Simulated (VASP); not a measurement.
Method: PBEsol GGA, VASP's PBE PAW potentials (set 64) (plane waves; VASP).

The input files of a VASP run:

File KPOINTS:
```
Automatic mesh
0
Gamma
10 10 10
0 0 0
```

INCAR:
```
SYSTEM = LiCl
PREC = Accurate
ENCUT = 620
EDIFF = 1E-6
NELM = 100
ALGO = Normal
LREAL = .FALSE.
LASPH = .TRUE.
ISMEAR = 0
SIGMA = 0.05
GGA = PS
LWAVE = .FALSE.
LCHARG = .FALSE.
IBRION = 2
ISIF = 3
NSW = 40
EDIFFG = -0.02
PSTRESS = 300
```

POSCAR:
```
LiCl
1
    0.0000000000     2.2329223221     2.2329223221
    2.2329223221     0.0000000000     2.2329223221
    2.2329223221     2.2329223221    -0.0000000000
Li Cl
1 1
Direct
  0.0000000000   0.0000000000   0.0000000000
  0.5000000000   0.5000000000   0.5000000000
```

POTCAR, in this order: Li_sv Cl (PBE.64 set). Program: vasp_std.

Output of the run:

### OSZICAR
```
       N       E                     dE             d eps       ncg     rms          rms(c)
DAV:   1     0.434346744010E+02    0.43435E+02   -0.55483E+03   854   0.125E+03
DAV:   2    -0.554235941626E+01   -0.48977E+02   -0.46908E+02  1177   0.180E+02
DAV:   3    -0.697609711133E+01   -0.14337E+01   -0.14310E+01  1077   0.352E+01
DAV:   4    -0.700298811946E+01   -0.26891E-01   -0.26860E-01  1293   0.436E+00
DAV:   5    -0.700348485809E+01   -0.49674E-03   -0.49674E-03  1119   0.379E-01    0.380E+00
DAV:   6    -0.695289519933E+01    0.50590E-01   -0.93786E-02   993   0.191E+00    0.252E+00
DAV:   7    -0.694910803591E+01    0.37872E-02   -0.52794E-02  1213   0.156E+00    0.972E-01
DAV:   8    -0.695005864303E+01   -0.95061E-03   -0.60793E-03   987   0.675E-01    0.114E-01
DAV:   9    -0.695004796515E+01    0.10678E-04   -0.18034E-04  1218   0.105E-01    0.432E-02
DAV:  10    -0.695005402854E+01   -0.60634E-05   -0.31778E-05   925   0.592E-02    0.103E-02
DAV:  11    -0.695005421263E+01   -0.18409E-06   -0.29916E-06  1115   0.171E-02
   1 F= -.27807699E+01 E0= -.27807699E+01  d E =-.278077E+01
```

### OUTCAR
```
------------------------ aborting loop because EDIFF is reached ----------------------------------------
  FORCE on cell =-STRESS in cart. coord.  units (eV):
  Direction    XX          YY          ZZ          XY          YZ          ZX
  --------------------------------------------------------------------------------------
  Total        4.1804364      4.1804364      4.1804364      0.0000000      0.0000000      0.0000000
  in kB      300.8024424    300.8024424    300.8024424      0.0000000      0.0000000      0.0000000
  external PRESSURE =       0.8024424 kB  Pullay stress =     300.0000000 kB
  volume of cell :       22.27
      direct lattice vectors                 reciprocal lattice vectors
     0.000000000  2.232922322  2.232922322    -0.223921806  0.223921806  0.223921806
     2.232922322  0.000000000  2.232922322     0.223921806 -0.223921806  0.223921806
     2.232922322  2.232922322  0.000000000     0.223921806  0.223921806 -0.223921806
  FREE ENERGIE OF THE ION-ELECTRON SYSTEM (eV)
  ---------------------------------------------------
  free  energy   TOTEN  =        -6.9500542126 eV

  energy  without entropy=       -6.9500542126  energy(sigma->0) =       -6.95005421
  enthalpy is  TOTEN    =        -2.7807698785 eV   P V=        4.1692843341

 reached required accuracy - stopping structural energy minimisation
```
(Selected blocks of OUTCAR.)

OUTCAR:
```
 val. band max:        4.6133093781   @ k =  -0.1000   0.1000   0.0000

 cond. band min:      11.4660655432   @ k =   0.5000   0.0000   0.0000


 Fermi energy:         4.9439747441

 k-point     1 :       0.0000    0.0000    0.0000
  band No.  band energies     occupation
      1     -38.0735      2.00000
      2     -10.8617      2.00000
      3       4.6013      2.00000
      4       4.6013      2.00000
      5       4.6013      2.00000
      6      14.0069      0.00000
      7      16.4530      0.00000
      8      16.4530      0.00000
      9      16.4530      0.00000

 k-point     2 :       0.1000    0.0000    0.0000
  band No.  band energies     occupation
      1     -38.0715      2.00000
      2     -10.7597      2.00000
      3       3.9951      2.00000
      4       4.5430      2.00000
      5       4.5430      2.00000
      6      14.1819      0.00000
      7      16.0854      0.00000
      8      16.6070      0.00000
      9      16.6070      0.00000

 k-point     3 :       0.2000    0.0000    0.0000
  band No.  band energies     occupation
      1     -38.0656      2.00000
      2     -10.4727      2.00000
      3       2.6114      2.00000
      4       4.4010      2.00000
      5       4.4010      2.00000
      6      13.4205      0.00000
      7      15.9758      0.00000
      8      15.9758      0.00000
      9      17.0453      0.00000

 k-point     4 :       0.3000    0.0000    0.0000
  band No.  band energies     occupation
      1     -38.0580      2.00000
      2     -10.0696      2.00000
      3       1.1189      2.00000
      4       4.2440      2.00000
      5       4.2440      2.00000
      6      12.3822      0.00000
      7      14.8082      0.00000
      8      14.8083      0.00000
      9      18.9782      0.00000

 k-point     5 :       0.4000    0.0000    0.0000
  band No.  band energies     occupation
      1     -38.0520      2.00000
      2      -9.6900      2.00000
      3      -0.0106      2.00000
...
```

The compound is LiCl in the rock salt structure. It was relaxed first under an external pressure of 30 GPa.
